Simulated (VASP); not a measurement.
Given:

```
Na
1.0
   -2.12099     2.12099     2.12099
    2.12099    -2.12099     2.12099
    2.12099     2.12099    -2.12099
Na
1
Direct
  0.00000   0.00000   0.00000
```

Calculation: PBE GGA, VASP's PBE PAW potentials (set 64) (plane waves; VASP). Settings: 480 eV cut-off, 12×12×12 Γ-centred mesh, first-order Methfessel-Paxton smearing of 0.10 eV, potentials Na_pv.

Q: Estimate the energy per atom (σ→0), band gap (on the k-mesh) with the smallest direct gap where there is one.

A: 
```
Quantity                                                    Result
------------------------  ----------------------------------------
band gap (on the k-mesh)  none (metal, semimetal or under 0.01 eV)
energy per atom (σ→0)                           -126.1 kJ/mol-atom
```

The compound is Na in the bcc structure. This cell was strained or had an atom moved on purpose.
